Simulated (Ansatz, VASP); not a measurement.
## CuF in two plane-wave programs

One calculation is typed for both programs; each brings its own data sets. How far apart do they land? The cell is generated by rule, not measured, and may not be a known phase. The cell is taken from a series of runs on this material, whose earlier steps may have relaxed, scaled, displaced or heated it; both programs get it as it stands.

Program: Ansatz 0.2.0. Level of theory: plane waves, with VASP 6.6.1 beside it; single point at r2SCAN. Results are calculated unless marked as measured.

## 1. Starting point

It takes space group Pm-3m (No. 221, cubic). Conventional cell: a = 2.522 Å, b = 2.522 Å, c = 2.522 Å, α = 90.00°, β = 90.00°, γ = 90.00°. Nearest to Cu lie 8 F at 2.18 Å. Nearest to F lie 8 Cu at 2.18 Å. Farther neighbours and most contacts between anions are not listed.

Structure file:

```cif
data_structure
_symmetry_space_group_name_H-M 'P 1'
_symmetry_Int_Tables_number 1
_cell_length_a 2.5219
_cell_length_b 2.5219
_cell_length_c 2.5219
_cell_angle_alpha 90.000
_cell_angle_beta 90.000
_cell_angle_gamma 90.000
_cell_volume 16.04
loop_
_atom_site_label
_atom_site_type_symbol
_atom_site_fract_x
_atom_site_fract_y
_atom_site_fract_z
_atom_site_occupancy
Cu1 Cu 0.00000 0.00000 0.00000 1
F2 F 0.50000 0.50000 0.50000 1
```

## 2. VASP: single point, r2SCAN, pair 1

A single point gives forces, pressure and levels at one fixed geometry, so differences don't come from the geometry; what else differs is listed under the comparison.

Lines of VASP's logs that name or quote its potential files are left out, and so is its time.

Input file INCAR:

```
SYSTEM = CuF
PREC = Accurate
ENCUT = 660
EDIFF = 1E-06
NELM = 120
ISMEAR = 0
SIGMA = 0.1
LREAL = .FALSE.
ALGO = Normal
METAGGA = R2SCAN
LASPH = .TRUE.
NBANDS = 15
LORBIT = 11
LWAVE = .FALSE.
LCHARG = .FALSE.
ISIF = 2
GGA_COMPAT = .FALSE.
LMIXTAU = .TRUE.
KPAR = 2
```

Input file POSCAR:

```
CuF
1.0
    2.5218700000      0.0000000000      0.0000000000
    0.0000000000      2.5218700000      0.0000000000
    0.0000000000      0.0000000000      2.5218700000
Cu F
1 1
Direct
    0.0000000000      0.0000000000      0.0000000000
    0.5000000000      0.5000000000      0.5000000000
```

Input file KPOINTS:

```
Automatic mesh
0
Gamma
8 8 8
0 0 0
```

The projector-augmented-wave data sets are Cu and F (PBE family, release 64).

On the command line:

```sh
mpirun -np 2 vasp_std
```

Numbers of over 12 decimals in the logs are rounded to 6 here.

Output:

```text
[banner, memory and clock lines left out]
running    2 mpi-ranks, on    1 nodes
 distrk:  each k-point on    1 cores,    2 groups
 distr:  one band on    1 cores,    1 groups

 POSCAR found type information on POSCAR CuF
 POSCAR found :  2 types and       2 ions
|                                                                             |
|               ----> ADVICE to this user running VASP <----                  |
|                                                                             |
|     You enforced a specific xc type in the INCAR file but a different       |
|     [... a line on the potential file left out ...]
|     I HOPE YOU KNOW WHAT YOU ARE DOING!                                     |
|                                                                             |

 LDA part: xc-table for (None), standard interpolation
 POSCAR, INCAR and KPOINTS ok, starting setup
 FFT: planning ... GRIDC
 FFT: planning ... GRID_SOFT
 FFT: planning ... GRID
 WAVECAR not read
 entering main loop
       N       E                     dE             d eps       ncg     rms          rms(c)
DAV:   1     0.114629796286E+03    0.11463E+03   -0.11531E+04  1153   0.254E+03
DAV:   2    -0.124950026227E+02   -0.12712E+03   -0.11354E+03  1106   0.377E+02
DAV:   3    -0.193550214087E+02   -0.68600E+01   -0.67060E+01  1232   0.909E+01
DAV:   4    -0.194238355095E+02   -0.68814E-01   -0.68798E-01  1183   0.868E+00
DAV:   5    -0.194249328555E+02   -0.10973E-02   -0.10973E-02  1332   0.110E+00    0.511E+00
DAV:   6    -0.156387533862E+02    0.37862E+01   -0.39321E+00  1337   0.614E+01    0.486E+00
DAV:   7    -0.151408787246E+02    0.49787E+00   -0.15127E+00  1225   0.338E+01    0.125E+00
DAV:   8    -0.151694299338E+02   -0.28551E-01   -0.92794E-02  1559   0.653E+00    0.566E-01
DAV:   9    -0.151476237713E+02    0.21806E-01   -0.38475E-02  1295   0.372E+00    0.391E-01
DAV:  10    -0.151678960993E+02   -0.20272E-01   -0.19001E-02  1446   0.269E+00    0.722E-02
DAV:  11    -0.151675596586E+02    0.33644E-03   -0.82660E-04  1337   0.582E-01    0.334E-02
DAV:  12    -0.151675076684E+02    0.51990E-04   -0.21213E-04  1414   0.395E-01    0.269E-02
DAV:  13    -0.151675485401E+02   -0.40872E-04   -0.72744E-05  1174   0.120E-01    0.107E-02
DAV:  14    -0.151675554723E+02   -0.69322E-05   -0.12230E-05  1373   0.844E-02    0.324E-03
DAV:  15    -0.151675543764E+02    0.10958E-05   -0.58770E-07   574   0.180E-02    0.584E-04
DAV:  16    -0.151675546137E+02   -0.23731E-06   -0.17839E-07   581   0.116E-02
   1 F= -.15167555E+02 E0= -.15166211E+02  d E =-.268731E-02
```

From OUTCAR (step 2):

```text
ion  position               nearest neighbor table
   1  0.000  0.000  0.000-   2 2.18   2 2.18   2 2.18   2 2.18   2 2.18   2 2.18   2 2.18   2 2.18

  LATTYP: Found a simple cubic cell.
 ALAT       =     2.5218700000

 Subroutine GETGRP returns: Found 48 space group operations
 (whereof 48 operations were pure point group operations)

The static configuration has the point symmetry O_h .

 Found     35 irreducible k-points:

   k-points           NKPTS =     35   k-points in BZ     NKDIM =     35   number of bands    NBANDS=     15

   dimension x,y,z NGX =    24 NGY =   24 NGZ =   24
   dimension x,y,z NGXF=    48 NGYF=   48 NGZF=   48

   ENCUT  =  660.0 eV  48.51 Ry    6.96 a.u.   5.28  5.28  5.28*2*pi/ulx,y,z

   NELECT =      18.0000    total number of electrons

 k-points in reciprocal lattice and weights: Automatic mesh
   0.00000000  0.00000000  0.00000000       0.002
   0.12500000  0.00000000  0.00000000       0.012
   0.25000000  0.00000000  0.00000000       0.012
   0.37500000  0.00000000  0.00000000       0.012
   0.50000000  0.00000000  0.00000000       0.006
   0.12500000  0.12500000  0.00000000       0.023
   0.25000000  0.12500000  0.00000000       0.047
   0.37500000  0.12500000  0.00000000       0.047
   0.50000000  0.12500000  0.00000000       0.023
[...]
0.50000000  0.50000000  0.37500000       0.012
   0.50000000  0.50000000  0.50000000       0.002

 average (electrostatic) potential at core
       1 -66.8470       2 -77.4527

 E-fermi :   8.3810

 k-point     1 :       0.0000    0.0000    0.0000
  band No.  band energies     occupation
    ...
      6       5.3916      2.00000
      7       7.1202      2.00000
      8       7.7165      2.00000
      9       7.7165      2.00000
     10       7.7165      2.00000
     11      25.6703      0.00000
     12      25.6703      0.00000
     13      29.4592      0.00000
     14      29.4592      0.00000
     15      29.4592      0.00000

 k-point     2 :       0.1250    0.0000    0.0000
  band No.  band energies     occupation
    ...
      6       5.7745      2.00000
      7       7.7289      2.00000
      8       7.7604      2.00000
      9       7.7604      2.00000
     10       7.9955      2.00000
     11      23.9474      0.00000
     12      25.7839      0.00000
     13      29.3184      0.00000
     14      29.3184      0.00000
     15      31.0938      0.00000

 k-point     3 :       0.2500    0.0000    0.0000
  band No.  band energies     occupation
    ...
      5       5.5822      2.00000
      6       6.5743      2.00000
      7       7.7589      2.00000
      8       7.8738      2.00000
      9       7.8738      2.00000
     10       9.7498      0.00000
     11      20.8882      0.00000
     12      26.1176      0.00000
     13      28.8642      0.00000
     14      28.8642      0.00000
    ...

  Total        5.1878158      5.1878158      5.1878158     -0.0000000     -0.0000000      0.0000000
  in kB      518.2353585    518.2353585    518.2353585     -0.0000000     -0.0000000      0.0000000
  external PRESSURE =     518.2353585 kB  Pullay stress =       0.0000000 kB

  energy-cutoff  :      660.00
  volume of cell :       16.04
      direct lattice vectors                 reciprocal lattice vectors
     2.521870000  0.000000000  0.000000000     0.396531146  0.000000000  0.000000000
     0.000000000  2.521870000  0.000000000     0.000000000  0.396531146  0.000000000
     0.000000000  0.000000000  2.521870000     0.000000000  0.000000000  0.396531146

 POSITION                                       TOTAL-FORCE (eV/Angst)
 -----------------------------------------------------------------------------------
      0.00000      0.00000      0.00000         0.000000      0.000000      0.000000
      1.26093      1.26093      1.26093         0.000000      0.000000      0.000000
 -----------------------------------------------------------------------------------
    total drift:                                0.000000      0.000000     -0.000000

  FREE ENERGIE OF THE ION-ELECTRON SYSTEM (eV)
  ---------------------------------------------------
  free  energy   TOTEN  =       -15.1675546137 eV

  energy  without entropy=      -15.1648673038  energy(sigma->0) =      -15.16621096

 total charge
# of ion       s       p       d       tot
------------------------------------------
    1        0.254   0.259   9.536  10.048
    2        1.756   4.385   0.000   6.141
--------------------------------------------------
tot          2.010   4.643   9.536  16.189

[... 3 further parts left out ...]
```

This run has no spin polarisation, so a moment on Cu, if there is one, isn't seen. Oxides and halides of Cu are often magnetic insulators, and a metal at this level, without U or exact exchange, may be an artefact.

## 3. Ansatz: single point, r2SCAN, pair 1

Ansatz runs on its default PAW (the set named soft_2) files.

The same cell, functional, mesh and smearing now go to Ansatz, which takes its cutoff from its data sets.

Input file input.yaml:

```yaml
crystal:
  lattice:
    - [2.52187, 0.0, 0.0]
    - [0.0, 2.52187, 0.0]
    - [0.0, 0.0, 2.52187]
  atoms:
    - { symbol: Cu, position: [0.0, 0.0, 0.0] }
    - { symbol: F, position: [0.5, 0.5, 0.5] }
kpoints:
  mp_grid: { grid: [8, 8, 8] }
hamiltonian:
  xc: r2scan
scf:
  occupations: { method: gaussian, width: 0.1 }
output:
  forces: true
  stress: true
  eigenvalues: true
```

On the command line:

```sh
ansatz run input.yaml --threads 4 --pin off --max-ram 7168MiB --backend cpu --events-out ev --progress --plain --runs-dir out
```

Output:

```text
Engine: ansatz 0.2.0, aarch64-unknown-linux-gnu
Pseudopotentials: kind: paw
Pseudopotential: Cu, paw, valence charge 19, recommended cutoff 500 eV (meta_gga), Cu.paw.azcp
Pseudopotential: F, paw, valence charge 7, recommended cutoff 500 eV (meta_gga), F.paw.azcp
Functional definition: r2SCAN
  parameter k0 = 0.174
  parameter k1 = 0.065
  parameter a1 = 4.9479
  exchange = r2scan_x(k0 = k0, k1 = k1, a1 = a1)
  correlation = r2scan_c
Crystal: 2 atoms, lattice volume = 16.039 Å³
Basis set: ecut = 500 eV, 437 PW (Γ), exchange–correlation on 80×80×80 points (64 copies of the dense FFT grid, shifted against one another)
Bands: 17, of which v1, the nominal top of the filled ones, is band 13 counted from 1 (12 counted from 0)
Symmetry: 48 space group operations
Space group: Pm-3m (ITA 221), of the structure as read, at distance tolerance 2.5e-5 Å
k-points: 35 of 512
Non-local potential: Cu, projectors of the file, l = 0: 3, l = 1: 2, l = 2: 3, l = 3: 1
Non-local potential: F, projectors of the file, l = 0: 2, l = 1: 2, l = 2: 1
PAW form: soft (Blöchl's): semilocal exchange-correlation on the pseudo side does not see the compensation charge
PAW frozen core: Cu, regenerated for the run's functional (the file was generated under x = pbe(κ = 0.804, μ = 0.219515), c = pbe(β = 0.066725))
PAW frozen core: F, regenerated for the run's functional (the file was generated under x = pbe(κ = 0.804, μ = 0.219515), c = pbe(β = 0.066725))
PAW one-centre angular grid: Cu, 590 points (default); XC on 160 Gauss nodes
PAW one-centre angular grid: F, 302 points (default); XC on 160 Gauss nodes
Initial density: superposition of atomic densities (neutral atoms: chi_scale 0, normalization atom), corrected by the library's trained network
Initial wavefunctions: pseudopotential atomic-orbital guess
Functional: x = r2scan, c = r2scan; τ floored in thin density (d = 2e-4 eV/Å³)
SCF iter   1: F=—  HF=-7439.351409 eV  |F-HF|=—  |Δ(HF+E_count)|=         —  Δρ=6.00e-2  dr2=3.11e-1  dr2_τ=2.70e-2  ethr=1.77e-3  ⟨swp⟩=4.5  Hψ=2498  notcnv=0
preconditioner: auto → none  [insulator: Δε(μ)=0.171 eV  Ē_g=18.569 eV  σ=0.100 eV  W_gap=0.76  n_scr=6 (ndim 8)  ℏωp=39.3 eV  f_vac=0.000  D(μ)=0.22/eV (n_scr^D=0)  ε∞_Penn≈5.5]
SCF iter   2: F=—  HF=-7439.402500 eV  |F-HF|=—  |Δ(HF+E_count)|=   5.11e-2  Δρ=5.00e-2  dr2=2.36e-1  dr2_τ=6.41e-3  ethr=1.19e-3  ⟨swp⟩=2.9  Hψ=1255  notcnv=0
SCF iter   3: F=—  HF=-7439.323680 eV  |F-HF|=—  |Δ(HF+E_count)|=   7.88e-2  Δρ=1.11e-2  dr2=9.90e-3  dr2_τ=3.53e-4  ethr=9.08e-4  ⟨swp⟩=2.2  Hψ=1147  notcnv=0
SCF iter   4: F=—  HF=-7439.323039 eV  |F-HF|=—  |Δ(HF+E_count)|=   6.41e-4  Δρ=2.52e-3  dr2=5.49e-4  dr2_τ=3.66e-5  ethr=3.81e-5  ⟨swp⟩=1.0  Hψ=798  notcnv=0
SCF iter   5: F=—  HF=-7439.322966 eV  |F-HF|=—  |Δ(HF+E_count)|=   7.35e-5  Δρ=4.02e-4  dr2=1.55e-5  dr2_τ=1.07e-6  ethr=2.11e-6  ⟨swp⟩=2.5  Hψ=843  notcnv=0
SCF iter   6: F=—  HF=-7439.322971 eV  |F-HF|=—  |Δ(HF+E_count)|=   4.95e-6  Δρ=5.10e-5  dr2=1.96e-7  dr2_τ=2.71e-8  ethr=5.96e-8  ⟨swp⟩=2.4  Hψ=866  notcnv=0
SCF iter   7: F=-7439.322971 eV  HF=-7439.322971 eV  |F-HF|=7.70e-8  |Δ(HF+E_count)|=   2.97e-8  Δρ=3.05e-5  dr2=7.06e-8  dr2_τ=1.04e-9  ethr=3.85e-10  ⟨swp⟩=5.1  Hψ=2626  notcnv=0
SCF 1 converged in 7 iterations: F = -7439.322971 eV  dr2 = 7.06e-8
  greatest PAW one-centre occupation: 1.001 electrons in one spin orbital (limit 2), on the Cu atom at site 0 (counted from 0), in its partial waves of l = 1
SCF converged after 7 iterations
Free energy (F): -7439.322971 eV
Harris-Foulkes:  -7439.322971 eV  (|F-HF|=7.70e-8)
Internal energy: -7439.320214 eV  (E = F + TS)
E sigma→0 (E₀):  -7439.321592 eV
Entropy (-TS):   -0.002757 eV (-1.378 meV/atom)
Fermi energy:    16.577427 eV
--- Per-component energies (eV) ---
  E_band       = -334.218531
  E_kinetic    = 515.206729
  E_local      = -4388.324465  (includes V_loc(G=0)·N_el)
  E_nonlocal   = 497.586687
  E_hartree    = 1933.915132
  E_xc         = -161.822112
  E_vxc        = -237.450830  (∫ρ·V_xc dr)
  E_paw        = -1905.401619  (= ΣΔE_a)
  E_vpaw       = -605.215754  (= ΣTr[D̂ρ^β])
  E_aug_tail   = 0.001351  (compensation charges beyond the density's cutoff)
  E_vtau       = 16.126168  (kinetic-family band-sum trace: ∫τ·v_τ [+ j·A + Jᵃ·Aᵃ] dr)
  E_ewald      = -3930.149417
  E_core_change = -0.332500  (= ΣΔE_core)
  E_smearing   = -0.002757  (= −TS)
  E_closure    = 0.000000  (closes the sum)
  Σ components = -7439.322971   (vs F -7439.322971, Δ=0.00e0)
--- Forces (eV/Å), atoms counted from 1 ---
  atom   1  Cu    -0.00000000     0.00000000     0.00000000
  atom   2  F      0.00000000    -0.00000000    -0.00000000
  max |Σ_I F_I| component: 2.35e-29 eV/Å
--- Stress (GPa, compression-positive) ---
       50.871187       0.000000       0.000000
        0.000000      50.871187       0.000000
        0.000000       0.000000      50.871187
  P = ⅓ Tr σ = 50.8712 GPa (508.712 kbar)
--- Band table (eV; the first three rows and the last of 35) ---
  k-point 0: bands = [... 9 lower, 13.6154, 15.3919, 15.9229, 15.9229, 15.9229, 33.9399, 33.9399, 37.6333]
  k-point 1: bands = [... 9 lower, 13.9959, 15.9351, 15.9669, 15.9669, 16.2625, 32.1949, 34.0590, 37.5005]
  k-point 2: bands = [... 9 lower, 14.7889, 15.9645, 16.0803, 16.0803, 18.0134, 29.1327, 34.4087, 37.0706]
  k-point 34: bands = [... 9 lower, 16.4860, 16.4860, 16.5491, 16.5491, 24.3364, 24.3364, 24.3364, 32.3513]
```

The run ends at a pressure of 50.87 GPa.

## 4. Differences

Known differences besides the potentials themselves: VASP keeps PBE cores, Ansatz makes them for the functional; the data sets hold 26 valence electrons in Ansatz (on its default PAW (the set named soft_2) files) and 18 in VASP; the cutoff is 500 eV in Ansatz and 660 eV in VASP. Total energies have different zeros and are not compared.

The two programs side by side:

| quantity | Ansatz | VASP | difference |
| --- | --- | --- | --- |
| pressure (GPa) | 50.87 | 51.82 | -0.95 |

## 5. VASP: single point, r2SCAN, pair 2

A single point gives forces, pressure and levels at one fixed geometry, so differences don't come from the geometry; what else differs is listed under the comparison. This pair takes another cell of the material, with 4 atoms against 2 for the pair before.

Changes to INCAR since step 2:

```diff
@@ -5,4 +5,4 @@
 NELM = 120
-ISMEAR = 0
-SIGMA = 0.1
+ISMEAR = 1
+SIGMA = 0.15
 LREAL = .FALSE.
@@ -11,3 +11,3 @@
 LASPH = .TRUE.
-NBANDS = 15
+NBANDS = 24
 LORBIT = 11
```

Input file POSCAR:

```
CuF
1.0
    2.7384665451      0.0000000000      0.0000000000
    0.0000000000      2.7384665451      0.0000000000
    0.0000000000      0.0000000000      5.4769330902
Cu F
2 2
Direct
    0.0000000000      0.0000000000      0.0000000000
    0.0000000000      0.0000000000      0.5000000000
    0.5000000000      0.5000000000      0.2500000000
    0.5000000000      0.5000000000      0.7500000000
```

Input file KPOINTS:

```
Automatic mesh
0
Gamma
14 14 8
0 0 0
```

On the command line:

```sh
mpirun -np 2 vasp_std
```

Output:

```text
[banner, memory and clock lines left out]
running    2 mpi-ranks, on    1 nodes
[...]
[... a notice as in an earlier step ...]

 LDA part: xc-table for (None), standard interpolation
 POSCAR, INCAR and KPOINTS ok, starting setup
[...]
entering main loop
       N       E                     dE             d eps       ncg     rms          rms(c)
DAV:   1     0.352688084790E+03    0.35269E+03   -0.21551E+04  9248   0.293E+03
DAV:   2     0.556342884321E+01   -0.34712E+03   -0.32857E+03  8776   0.498E+02
DAV:   3    -0.400547709185E+02   -0.45618E+02   -0.44055E+02 11264   0.197E+02
DAV:   4    -0.412230447979E+02   -0.11683E+01   -0.11658E+01 10256   0.330E+01
[...]
DAV:  17    -0.315011484162E+02    0.58825E-07   -0.33263E-05 13328   0.818E-02    0.868E-03
DAV:  18    -0.315011455746E+02    0.28416E-05   -0.48817E-06  8952   0.413E-02    0.319E-03
DAV:  19    -0.315011455290E+02    0.45639E-07   -0.10839E-06  5968   0.135E-02
   1 F= -.31501146E+02 E0= -.31506115E+02  d E =0.149090E-01
```

From OUTCAR (step 5):

```text
  Total       -0.0422282     -0.0422282     -0.0431938      0.0000000      0.0000000      0.0000000
  in kB       -1.6472555     -1.6472555     -1.6849207      0.0000000      0.0000000      0.0000000
  external PRESSURE =      -1.6598105 kB  Pullay stress =       0.0000000 kB

 POSITION                                       TOTAL-FORCE (eV/Angst)
 -----------------------------------------------------------------------------------
      0.00000      0.00000      0.00000         0.000000      0.000000     -0.000000
      0.00000      0.00000      2.73847         0.000000      0.000000     -0.000000
      1.36923      1.36923      1.36923         0.000000     -0.000000      0.000000
      1.36923      1.36923      4.10770        -0.000000     -0.000000     -0.000000
 -----------------------------------------------------------------------------------
    total drift:                                0.000000     -0.000000     -0.000000

  FREE ENERGIE OF THE ION-ELECTRON SYSTEM (eV)
  ---------------------------------------------------
  free  energy   TOTEN  =       -31.5011455290 eV

  energy  without entropy=      -31.5160545093  energy(sigma->0) =      -31.50611519

[... 3 further parts left out ...]
[key lines of the parts left out:]
E-fermi :   4.8716
```

The run ends at a pressure of -0.17 GPa.

## 6. Ansatz: single point, r2SCAN, pair 2

The same cell, functional, mesh and smearing now go to Ansatz, which takes its cutoff from its data sets.

The cell is taken from a series of runs on this material, whose earlier steps may have relaxed, scaled, displaced or heated it; both programs get it as it stands.

Input file input.yaml:

```yaml
crystal:
  lattice:
    - [2.7384665451, 0.0, 0.0]
    - [0.0, 2.7384665451, 0.0]
    - [0.0, 0.0, 5.4769330902]
  atoms:
    - { symbol: Cu, position: [0.0, 0.0, 0.0] }
    - { symbol: Cu, position: [0.0, 0.0, 0.5] }
    - { symbol: F, position: [0.5, 0.5, 0.25] }
    - { symbol: F, position: [0.5, 0.5, 0.75] }
kpoints:
  mp_grid: { grid: [14, 14, 8] }
hamiltonian:
  xc: r2scan
scf:
  occupations: { method: methfessel_paxton, width: 0.15 }
output:
  forces: true
  stress: true
  eigenvalues: true
```

On the command line:

```sh
ansatz run input.yaml --threads 4 --pin off --max-ram 7168MiB --backend cpu --events-out ev --progress --plain --runs-dir out
```

Output:

```text
[...]
Crystal: 4 atoms, lattice volume = 41.073 Å³
Basis set: ecut = 500 eV, 983 PW (Γ), exchange–correlation on 80×80×160 points (64 copies of the dense FFT grid, shifted against one another)
Bands: 32, of which v1, the nominal top of the filled ones, is band 26 counted from 1 (25 counted from 0)
Symmetry: 32 space group operations
[...]
k-points: 180 of 1568
[...]
k-point 0: bands = [... 22 lower, 10.9207, 10.9209, 10.9717, 11.0958, 11.0958, 16.0776, 16.6265, 27.3425, ... 2 higher]
  k-point 1: bands = [... 22 lower, 10.9265, 10.9265, 10.9698, 11.0882, 11.0882, 15.1120, 17.6971, 26.5262, ... 2 higher]
  k-point 2: bands = [... 22 lower, 10.9434, 10.9434, 10.9642, 11.0671, 11.0671, 14.0275, 19.0894, 25.1289, ... 2 higher]
  k-point 179: bands = [... 22 lower, 10.8327, 10.8327, 11.3266, 11.3266, 17.3538, 17.3538, 19.7431, 19.7431, ... 2 higher]
[key lines of the parts left out:]
SCF converged after 8 iterations
Free energy (F): -14879.763230 eV
Fermi energy:    11.310672 eV
P = ⅓ Tr σ = 0.0111 GPa (0.111 kbar)
```

The run ends at a pressure of 0.01 GPa.

[end of part 1 of 2]

[Lines on the potential files, build, host, timing and source positions are cut from VASP's logs without a mark.]

[Logs are printed without paths, hosts, clocks, repeated set-up lines and the standing remarks that a program may print on its own settings, such as how far it seeks lower states.]

[Hosts, paths, dates, database ids (printed as entryN), source tags and the programs' standing remarks are cut or masked in the printed files.]
